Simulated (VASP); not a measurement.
# A VASP study of LaGe2Ru2 (LDA): structure first, properties next, part 3 of 3

Aim: relax LaGe2Ru2, then compute properties on the relaxed cell. Left out of this account: 1 further run (phonons: its modes failed a check). The start is a computed cell from the Materials Project.

VASP 6.6.1, plane waves and PAW; the level of theory is named at each step.

So far. Step 3 (Second relaxation): It ends with a largest force of 0.001 eV/Å and a pressure of -0.01 GPa. The volume moved by only 0.06 %, so the volume is settled. Step 4 (Single point with fields (LDA)): In this run the pressure is -0.02 GPa, small enough to go on. The relaxed cell has a = 4.241, c = 9.959 Å (conventional setting).

## (5) Bands along the symmetry lines (LDA)

Level of this step: LDA; plane waves and PAW (La, Ge_d, Ru_pv) (VASP).

Levels along the symmetry lines show where the bands peak and cross; KPOINTS_OPT computes them in the converged potential.

Input file INCAR:

```
SYSTEM = LaGe2Ru2
PREC = Accurate
ENCUT = 410
EDIFF = 1E-06
NELM = 100
ISMEAR = 1
SIGMA = 0.2
LREAL = .FALSE.
ALGO = Normal
GGA = CA
NBANDS = 50
LASPH = .TRUE.
LORBIT = 11
LWAVE = .FALSE.
LCHARG = .FALSE.
KPAR = 4
```

Input file POSCAR:

```
LaGe2Ru2
1.0
    0.0000000000     -4.2408584566      0.0000000000
   -4.2408584566      0.0000000000      0.0000000000
    2.1204292283     -2.1204292283     -4.9793035862
La Ge Ru
1 2 2
Direct
    0.0000000000      0.0000000000      0.0000000000
    0.6341105547      0.3658894453      0.7317788907
    0.3658894453      0.6341105547      0.2682211093
    0.2500000000      0.2500000000      0.5000000000
    0.7500000000      0.7500000000      0.5000000000
```

Input file KPOINTS:

```
Automatic mesh
0
Gamma
6 6 6
0 0 0
```

Input file KPOINTS_OPT:

```
Line mode
16
Line-mode
Reciprocal
  0.00000000   0.00000000   0.00000000 GAMMA
 -0.50000000  -0.50000000   0.00000000 X

 -0.50000000  -0.50000000   0.00000000 X
 -0.40932650  -0.59067350   0.09067350 Y

 -0.40932650  -0.59067350   0.09067350 Y
  0.00000000  -0.59067350   0.29533675 S

  0.00000000  -0.59067350   0.29533675 S
  0.00000000   0.00000000   0.00000000 GAMMA

  0.00000000   0.00000000   0.00000000 GAMMA
  0.00000000   0.00000000  -0.50000000 Z

  0.00000000   0.00000000  -0.50000000 Z
  0.00000000  -0.40932650  -0.29533675 S1

  0.00000000  -0.40932650  -0.29533675 S1
  0.00000000  -0.50000000   0.00000000 N

  0.00000000  -0.50000000   0.00000000 N
 -0.50000000  -0.50000000  -0.25000000 P

 -0.50000000  -0.50000000  -0.25000000 P
 -0.40932650  -0.40932650  -0.50000000 Y1

 -0.40932650  -0.40932650  -0.50000000 Y1
  0.00000000   0.00000000  -0.50000000 Z

 -0.50000000  -0.50000000   0.00000000 X
 -0.50000000  -0.50000000  -0.25000000 P
```

PAW data sets: La, Ge_d and Ru_pv (LDA family, release 64).

Started as:

```bash
mpirun -np 4 vasp_std
```

Output:

```text
[... set-up lines as in an earlier step ...]
 entering main loop
       N       E                     dE             d eps       ncg     rms          rms(c)
DAV:   1     0.693897975189E+03    0.69390E+03   -0.25706E+04  3996   0.258E+03
DAV:   2     0.746440456909E+02   -0.61925E+03   -0.56357E+03  3000   0.618E+02
DAV:   3    -0.337950857760E+02   -0.10844E+03   -0.10153E+03  3086   0.182E+02
DAV:   4    -0.416391592043E+02   -0.78441E+01   -0.75519E+01  4292   0.534E+01
DAV:   5    -0.421819022624E+02   -0.54274E+00   -0.53962E+00  4872   0.120E+01    0.178E+01
DAV:   6    -0.415103937169E+02    0.67151E+00   -0.74020E+00  4226   0.145E+01    0.531E+00
DAV:   7    -0.408958204049E+02    0.61457E+00   -0.23189E+00  4156   0.953E+00    0.492E+00
DAV:   8    -0.407835358410E+02    0.11228E+00   -0.34768E-01  4214   0.320E+00    0.833E-01
DAV:   9    -0.407801404188E+02    0.33954E-02   -0.28379E-02  4440   0.969E-01    0.245E-01
DAV:  10    -0.407793250317E+02    0.81539E-03   -0.40267E-03  4074   0.363E-01    0.801E-02
DAV:  11    -0.407793324038E+02   -0.73721E-05   -0.51025E-04  4606   0.131E-01    0.383E-02
DAV:  12    -0.407793362921E+02   -0.38883E-05   -0.40594E-05  4784   0.392E-02    0.132E-02
DAV:  13    -0.407793355066E+02    0.78555E-06   -0.80253E-06  3848   0.182E-02
   1 F= -.40779336E+02 E0= -.40778677E+02  d E =-.197541E-02
 Start KPOINTS_OPT (optional k-point list driver)
k-point batch [1-30\176]
       N       E                     dE             ncg
DAV:   1     0.399483834729E+04   -0.40320E+05     4062
DAV:   2    -0.144796356847E+05   -0.18474E+05     3008
DAV:   3    -0.175715170333E+05   -0.30919E+04     3102
DAV:   4    -0.177864439748E+05   -0.21493E+03     4336
DAV:   5    -0.177996465914E+05   -0.13203E+02     4936
DAV:   6    -0.178001319621E+05   -0.48537E+00     4598
DAV:   7    -0.178001589975E+05   -0.27035E-01     4976
DAV:   8    -0.178001599465E+05   -0.94903E-03     4484
DAV:   9    -0.178001599992E+05   -0.52731E-04     4416
DAV:  10    -0.178001600027E+05   -0.35071E-05     2480
DAV:  11    -0.178001600031E+05   -0.36072E-06     2254
[...]
k-point batch [151-176\176]
       N       E                     dE             ncg
DAV:   1     0.106300186825E+05   -0.40145E+05     3510
DAV:   2    -0.530849366824E+04   -0.15939E+05     2600
DAV:   3    -0.804726051835E+04   -0.27388E+04     2722
DAV:   4    -0.824154846595E+04   -0.19429E+03     3728
DAV:   5    -0.825412887417E+04   -0.12580E+02     4248
DAV:   6    -0.825455872705E+04   -0.42985E+00     3870
DAV:   7    -0.825458439797E+04   -0.25671E-01     4374
DAV:   8    -0.825458522959E+04   -0.83162E-03     3712
DAV:   9    -0.825458527973E+04   -0.50138E-04     4174
DAV:  10    -0.825458528284E+04   -0.31122E-05     2084
DAV:  11    -0.825458528327E+04   -0.42390E-06     1968
```

The job ended after 2.4 min (4 MPI ranks of AMD EPYC 7R43, shared host; peak memory 1.1 GiB; 9.2 min of CPU time).

OUTCAR, selected parts (step 5):

```text
   k-points           NKPTS =     30   k-points in BZ     NKDIM =     30   number of bands    NBANDS=     50

   NELECT =      67.0000    total number of electrons

 E-fermi :   9.6220

 k-point     1 :       0.0000    0.0000    0.0000
  band No.  band energies     occupation
    ...
     31       9.0485      2.00038
     32       9.0485      2.00038
     33       9.2124      2.01364
     34       9.3117      2.05060
     35       9.5410      1.62718
     36      10.7857     -0.00000
     37      11.4092     -0.00000
     38      11.4092     -0.00000
     39      12.0350     -0.00000
     40      12.1956     -0.00000
    ...

  Total        0.0127214      0.0127214      0.0078536      0.0000000     -0.0000000      0.0000000
  in kB        0.2275983      0.2275983      0.1405088      0.0000000     -0.0000000      0.0000000
  external PRESSURE =       0.1985685 kB  Pullay stress =       0.0000000 kB

 POSITION                                       TOTAL-FORCE (eV/Angst)
 -----------------------------------------------------------------------------------
      0.00000      0.00000      0.00000        -0.000000      0.000000      0.000000
      0.00000     -4.24086     -3.64375        -0.000000      0.000000     -0.002201
     -2.12043     -2.12043     -1.33555         0.000000     -0.000000      0.002201
      0.00000     -2.12043     -2.48965        -0.000000     -0.000000      0.000000
     -2.12043     -4.24086     -2.48965        -0.000000      0.000000      0.000000
 -----------------------------------------------------------------------------------
    total drift:                               -0.000000     -0.000000     -0.000000

  FREE ENERGIE OF THE ION-ELECTRON SYSTEM (eV)
  ---------------------------------------------------
  free  energy   TOTEN  =       -40.7793355066 eV

  energy  without entropy=      -40.7773600923  energy(sigma->0) =      -40.77867704

[... 8 parts as in an earlier step ...]

[... 8 further parts left out ...]
```

Spin-orbit coupling is off here; with elements this heavy it splits and shifts levels by tenths of an eV or more. The cell is typed on its shortest vectors, so the axes of tensors and the coordinates of k-points follow the printed cell and not the standard setting.

This step gave:

```yaml
scf_cycles: 13
bands: 50
pressure: 0.01986 GPa
```

The electronic bands at the labelled points (eV, zero at the Fermi level; # counts the bands kept, so #1 is VASP's band 22):

```tsv
point	#10	#11	#12	#13	#14	#15	#16	#17
Γ	-0.57	-0.57	-0.41	-0.31	-0.08	1.16	1.79	1.79
0.53 of the way	-1.04	-1.01	-0.79	-0.21	0.21	1.22	1.62	2.26
X	-1.45	-0.78	-0.57	-0.53	0.21	1.58	1.69	2.19
0.47 of the way	-1.49	-1.01	-0.58	-0.26	0.18	1.58	1.68	2.22
Y	-1.64	-1.28	-0.58	0.16	0.19	1.60	1.65	2.29
0.53 of the way	-1.59	-1.36	-0.85	0.53	1.02	1.69	2.01	2.32
S	-1.43	-1.37	-1.28	1.07	1.14	1.29	2.30	2.34
0.47 of the way	-1.19	-1.11	-0.94	-0.19	0.37	1.23	1.82	2.07
Γ	-0.57	-0.57	-0.41	-0.31	-0.08	1.16	1.79	1.79
0.53 of the way	-0.09	-0.05	-0.05	0.31	1.15	1.16	2.15	2.15
Z	-0.09	0.42	0.42	1.16	1.32	2.18	2.26	2.37
0.47 of the way	-0.56	-0.53	-0.26	1.39	1.65	2.05	2.18	2.46
S1	-1.43	-1.37	-1.28	1.07	1.14	1.29	2.30	2.34
0.47 of the way	-1.60	-1.40	-1.26	0.28	1.01	1.63	2.31	2.32
N	-1.65	-1.45	-0.91	-0.42	0.89	1.86	2.30	2.35
0.47 of the way	-1.54	-1.06	-1.03	-0.27	0.87	1.76	1.89	2.34
P	-1.45	-0.56	-0.55	-0.28	-0.28	1.65	1.65	2.23
0.47 of the way	-1.47	-0.89	-0.57	-0.22	0.03	1.61	1.67	2.23
Y1	-1.64	-1.28	-0.58	0.16	0.19	1.60	1.65	2.29
0.47 of the way	-1.16	-0.93	-0.68	1.42	1.62	1.79	2.16	2.26
Z	-0.09	0.42	0.42	1.16	1.32	2.18	2.26	2.37
jump to X	-1.45	-0.78	-0.57	-0.53	0.21	1.58	1.69	2.19
0.53 of the way	-1.45	-0.61	-0.57	-0.54	0.05	1.60	1.68	2.21
P	-1.45	-0.56	-0.55	-0.28	-0.28	1.65	1.65	2.23
```

Of the projections kept (La, Ge, Ru), the largest for each band there; the rest of the weight can lie on other orbitals:

```tsv
point	#10	#11	#12	#13	#14	#15	#16	#17
Γ	Ru 0.71	Ru 0.71	Ru 0.78	La 0.82	Ru 0.96	Ru 1.00	La 0.80	La 0.80
X	Ru 0.83	Ru 0.48	Ru 0.95	Ru 0.95	Ru 0.61	Ru 0.87	Ru 0.91	La 0.82
Y	Ru 0.87	Ru 0.85	Ru 0.95	Ru 0.64	Ru 0.71	Ru 0.88	Ru 0.80	La 0.83
S	Ru 0.81	Ru 0.95	Ru 0.95	La 0.47	Ru 0.60	Ru 0.44	La 0.93	La 0.87
Γ	Ru 0.71	Ru 0.71	Ru 0.78	La 0.82	Ru 0.96	Ru 1.00	La 0.80	La 0.80
Z	Ru 0.97	Ru 0.73	Ru 0.73	Ru 1.00	La 0.55	La 0.96	Ru 0.71	La 0.95
```

There is no gap at this level.

## (6) Density of states (LDA)

Here the states are counted by energy and projected on the atoms. The mesh is finer than in the run before.

Changes to INCAR since step 5:

```diff
@@ -5,3 +5,3 @@
 NELM = 100
-ISMEAR = 1
+ISMEAR = -5
 SIGMA = 0.2
@@ -16 +16,2 @@
 KPAR = 4
+NEDOS = 2001
```

POSCAR is that of step 5.

Input file KPOINTS:

```
Automatic mesh
0
Gamma
9 9 9
0 0 0
```

Started as:

```bash
mpirun -np 4 vasp_std
```

Output:

```text
[... set-up lines as in an earlier step ...]
 entering main loop
       N       E                     dE             d eps       ncg     rms          rms(c)
DAV:   1     0.699608991380E+03    0.69961E+03   -0.25566E+04 10110   0.259E+03
DAV:   2     0.752597816725E+02   -0.62435E+03   -0.56777E+03  7500   0.621E+02
DAV:   3    -0.337982674283E+02   -0.10906E+03   -0.10229E+03  7794   0.183E+02
DAV:   4    -0.416434269685E+02   -0.78452E+01   -0.75979E+01 10622   0.538E+01
DAV:   5    -0.421766576029E+02   -0.53323E+00   -0.53052E+00 12310   0.120E+01    0.179E+01
DAV:   6    -0.415179215627E+02    0.65874E+00   -0.76764E+00 10534   0.146E+01    0.534E+00
DAV:   7    -0.408882852283E+02    0.62964E+00   -0.22717E+00 10322   0.960E+00    0.491E+00
DAV:   8    -0.407784096619E+02    0.10988E+00   -0.35575E-01 10470   0.317E+00    0.838E-01
DAV:   9    -0.407742258940E+02    0.41838E-02   -0.30425E-02 10940   0.103E+00    0.252E-01
DAV:  10    -0.407735507416E+02    0.67515E-03   -0.45709E-03 10186   0.384E-01    0.794E-02
DAV:  11    -0.407734535085E+02    0.97233E-04   -0.52890E-04 11768   0.136E-01    0.384E-02
DAV:  12    -0.407734879111E+02   -0.34403E-04   -0.49116E-05 11870   0.432E-02    0.119E-02
DAV:  13    -0.407734694956E+02    0.18416E-04   -0.81872E-06  9624   0.187E-02    0.404E-03
DAV:  14    -0.407734749221E+02   -0.54265E-05   -0.65917E-07  5780   0.550E-03    0.139E-03
DAV:  15    -0.407734751723E+02   -0.25017E-06   -0.21384E-07  4582   0.382E-03
   1 F= -.40773475E+02 E0= -.40773475E+02  d E =0.000000E+00
 -----------------------------------------------------------------------------
|                                                                             |
|           W    W    AA    RRRRR   N    N  II  N    N   GGGG   !!!           |
|           W    W   A  A   R    R  NN   N  II  NN   N  G    G  !!!           |
|           W    W  A    A  R    R  N N  N  II  N N  N  G       !!!           |
|           W WW W  AAAAAA  RRRRR   N  N N  II  N  N N  G  GGG   !            |
|           WW  WW  A    A  R   R   N   NN  II  N   NN  G    G                |
|           W    W  A    A  R    R  N    N  II  N    N   GGGG   !!!           |
|                                                                             |
|     Tetrahedron method does not include variations of the Fermi             |
|     occupations, so forces and stress will be inaccurate. We suggest        |
|     using a different smearing scheme ISMEAR = 1 or 2 for metals in         |
|     relaxations.                                                            |
|                                                                             |
 -----------------------------------------------------------------------------
```

Wall time 76 s (4 MPI ranks); peak memory 1.2 GiB.

Parts of OUTCAR (step 6):

```text
   k-points           NKPTS =     75   k-points in BZ     NKDIM =     75   number of bands    NBANDS=     50

   NELECT =      67.0000    total number of electrons

 E-fermi :   9.6216

 k-point     1 :       0.0000    0.0000    0.0000
  band No.  band energies     occupation
    ...
     31       9.0539      2.00000
     32       9.0539      2.00000
     33       9.2164      2.00000
     34       9.3008      2.00000
     35       9.5511      1.45748
     36      10.7954      0.00000
     37      11.4063      0.00000
     38      11.4063      0.00000
     39      12.0331      0.00000
     40      12.1945      0.00000
    ...

  Total        0.0528228      0.0528228     -0.0671600      0.0000000      0.0000000      0.0000000
  in kB        0.9450525      0.9450525     -1.2015594      0.0000000      0.0000000      0.0000000
  external PRESSURE =       0.2295152 kB  Pullay stress =       0.0000000 kB

 POSITION                                       TOTAL-FORCE (eV/Angst)
 -----------------------------------------------------------------------------------
      0.00000      0.00000      0.00000        -0.000000     -0.000000      0.000000
      0.00000     -4.24086     -3.64375        -0.000000      0.000000      0.026460
     -2.12043     -2.12043     -1.33555         0.000000     -0.000000     -0.026460
      0.00000     -2.12043     -2.48965        -0.000000      0.000000      0.000000
     -2.12043     -4.24086     -2.48965         0.000000     -0.000000      0.000000
 -----------------------------------------------------------------------------------
    total drift:                               -0.000000     -0.000000     -0.000000

  FREE ENERGIE OF THE ION-ELECTRON SYSTEM (eV)
  ---------------------------------------------------
  free  energy   TOTEN  =       -40.7734751723 eV

  energy  without entropy=      -40.7734751723  energy(sigma->0) =      -40.77347517

[... 6 parts as in an earlier step ...]

[... 10 further parts left out ...]
```

With tetrahedra the forces and stress of a metal are not exact derivatives of the energy.

Numbers from this step:

```yaml
scf_cycles: 15
irreducible_k_points: 75
free_energy_toten: -40.77 eV
pressure: 0.02295 GPa
dos_at_the_fermi_level: 2.087 states/eV/cell
```

The density of states has structure finer than the step of the table below, so its rows give means over 0.5 eV, whole bins alone (the curve runs from -12.0 to 2.55 eV). Peaks (eV: height): total -9.53: 4.71, -2.84: 7.57, -1.29: 7.22, 1.65: 8.30; Ru d -2.84: 3.88, -1.29: 4.95, -0.72: 4.53, 1.65: 4.57; Ge p -4.63: 0.677, -4.06: 1.04, -3.57: 1.08, -2.84: 1.17; La d 1.00: 0.419, 1.32: 0.495, 1.73: 0.520, 2.22: 0.338.

States under -12.0 eV and over 2.5 eV are left out. Density of states against energy, zero at the Fermi level; means over each step; values in states/eV/cell:

```tsv
energy (eV)	total	Ru d	La f	Ge p	La d	Ru s	Ge s
-11.5	0	0	0	0	0	0	0
-11.0	0.00103	0	0	0	0	1.3e-4	5.1e-4
-10.5	0.249	0.00325	0	7.1e-4	7.8e-5	0.0270	0.125
-10.0	0.858	0.0297	3.0e-4	0.00372	0.00204	0.0623	0.450
-9.5	2.88	0.178	0.00213	0.0133	0.0230	0.0772	1.60
-9.0	0.439	0.0343	1.5e-4	0.0118	0.00289	0.0464	0.212
-8.5	2.04	0.232	0.00235	0.0505	0.0192	0.112	1.05
-8.0	1.52	0.200	0.00435	0.0330	0.00912	0.0346	0.829
-7.5	0.00632	8.0e-4	3.1e-5	1.1e-4	1.3e-5	4.3e-5	0.00360
-7.0	0	0	0	0	0	0	0
-6.5	0	0	0	0	0	0	0
-6.0	0	0	0	0	0	0	0
-5.5	0.0623	0.0158	5.9e-5	0.0150	0.00217	0.00371	5.0e-4
-5.0	1.78	0.489	0.00385	0.377	0.0426	0.178	0.0141
-4.5	3.00	0.810	0.00787	0.632	0.0572	0.274	0.0216
-4.0	3.54	1.41	0.0121	0.695	0.0857	0.130	0.0195
-3.5	4.13	1.82	0.0139	0.781	0.122	0.0950	0.00953
-3.0	6.39	3.10	0.0323	1.03	0.182	0.0782	0.0292
-2.5	5.38	2.73	0.0318	0.690	0.130	0.0372	0.0298
-2.0	4.30	2.60	0.0299	0.306	0.129	0.0472	0.0155
-1.5	6.03	3.84	0.0443	0.286	0.186	0.0471	0.0290
-1.0	6.09	4.22	0.0679	0.223	0.169	0.0318	0.0208
-0.5	3.87	2.40	0.0567	0.175	0.178	0.0257	0.0216
0.0	2.47	1.09	0.0759	0.133	0.229	0.0239	0.0241
0.5	2.18	0.744	0.131	0.108	0.248	0.0240	0.0198
1.0	2.38	0.907	0.210	0.121	0.307	0.0169	0.0166
1.5	4.85	2.29	0.712	0.295	0.405	0.0620	0.0268
2.0	4.81	1.04	2.44	0.178	0.294	0.0431	0.0431
```

The finer mesh and the other smearing move the Fermi level by -0.00 eV from the 6×6×6 run, a small shift, which tests the Fermi level alone. Of the states within 0.3 eV of the Fermi level, the largest shares in the PAW spheres are Ru d 44 %, La d 9 % and Ge p 5 %. The rest lies in smaller channels or between the spheres.

## (7) Band structure (LDA), changed input

This step: LDA, spin-polarised from a ferromagnetic start; plane waves and PAW (La, Ge_d, Ru_pv) (VASP 6.6.1).

This run is made with a changed input; what comes of it follows.

Changes to INCAR since step 6:

```diff
@@ -4,4 +4,4 @@
 EDIFF = 1E-06
-NELM = 100
-ISMEAR = -5
+NELM = 56
+ISMEAR = 1
 SIGMA = 0.2
@@ -16,2 +16,3 @@
 KPAR = 4
-NEDOS = 2001
+ISPIN = 2
+MAGMOM = 1.0 1.0 1.0 1.0
```

POSCAR is that of step 6.

Input file KPOINTS:

```
Automatic mesh
0
Gamma
6 6 6
0 0 0
```

KPOINTS_OPT is that of step 5.

Started as:

```bash
mpirun -np 4 vasp_std
```

Output:

```text
running    4 mpi-ranks, on    1 nodes
[...]
-----------------------------------------------------------------------------
|                                                                             |
|     EEEEEEE  RRRRRR   RRRRRR   OOOOOOO  RRRRRR      ###     ###     ###     |
|     E        R     R  R     R  O     O  R     R     ###     ###     ###     |
|     E        R     R  R     R  O     O  R     R     ###     ###     ###     |
|     EEEEE    RRRRRR   RRRRRR   O     O  RRRRRR       #       #       #      |
|     E        R   R    R   R    O     O  R   R                               |
|     E        R    R   R    R   O     O  R    R      ###     ###     ###     |
|     EEEEEEE  R     R  R     R  OOOOOOO  R     R     ###     ###     ###     |
|                                                                             |
|     ERROR: You have set 4 value(s) for MAGMOM; however for                  |
|     spin-polarized calculations (ISPIN=2), MAGMOM has to be a list of       |
|     NIONS values. NIONS=5 in your calculation.                              |
|                                                                             |
|       ---->  I REFUSE TO CONTINUE WITH THIS SICK JOB ... BYE!!! <----       |
|                                                                             |
 -----------------------------------------------------------------------------

1
1
1
1
```

The job ended after 5 s (4 MPI ranks).

The input was rejected at the start.

VASP's message: “ERROR: You have set 4 value(s) for MAGMOM; however for spin-polarized calculations (ISPIN=2), MAGMOM has to be a list of”. No number of this run is used.

The fault in the input: wrong count of starting moments (ISPIN = 2 and MAGMOM = "1.0 1.0 1.0 1.0"). MAGMOM needs one number an atom.

## (8) Outcome

| Property | Result |
| --- | --- |
| relaxed volume | 17.91 Å³/atom |
| relaxed conventional cell a, b, c | 4.241, 4.241, 9.959 Å |
| space group after relaxing, within 0.02 Å | I4/mmm (No. 139) |
| band gap | none, a metal |
| DOS at the Fermi level | 2.09 states/eV/cell |

What this shows: With LDA, LaGe2Ru2 relaxes to 17.91 Å³/atom in space group I4/mmm (held by the symmetry of the run) and comes out as a metal. Bands along the symmetry lines (LDA): Of the bands kept, 4 cross the Fermi level on this path. Spin-orbit coupling is left out, and with elements this heavy it would split and shift bands near the Fermi level. The k-sampling is coarse for a metal, so the Fermi level, pressures and the shape of the cell carry errors. With an odd electron count and no spin the cell is a metal by construction. No search among competing phases was made, and a listed structure need not be the one stable at ambient conditions. All values are for a static lattice at zero temperature.

[Lines on the potential files, build, host, timing and source positions are cut from VASP's logs without a mark.]

[Logs are printed without paths, hosts, clocks, repeated set-up lines and the standing remarks that a program may print on its own settings, such as how far it seeks lower states.]

[Hosts, paths, dates, database ids (printed as entryN), source tags and the programs' standing remarks are cut or masked in the printed files.]

[A measured line is paired with the nearest computed mode of its activity, which favours agreement.]
